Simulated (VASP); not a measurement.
Input:

```
SrTe
1.0
    0.00000     3.33271     3.33271
    3.33271     0.00000     3.33271
    3.33271     3.33271     0.00000
Sr Te
1 1
Cartesian
  3.33271   0.00000   3.33271
  3.33271   3.33271   3.33271
```

Method: PBE GGA with D3 dispersion (zero damping), VASP's PBE PAW potentials (set 64) (plane waves; VASP 6.6.1). Settings: 520 eV cut-off, Gaussian smearing of 0.050 eV, potentials Sr_sv Te.

Unless said otherwise, spin-orbit coupling is left out, though it shifts the bands of the heavy elements here.

**Question.** Estimate the band gap (along the path) with the smallest direct gap where there is one.

**Answer.** 
| Quantity | Value |
|---|---|
| band gap (along the path) | 1.70 eV |
| smallest direct gap (along the path) | 2.44 eV |

The compound is SrTe in the rock salt structure. It was relaxed first.
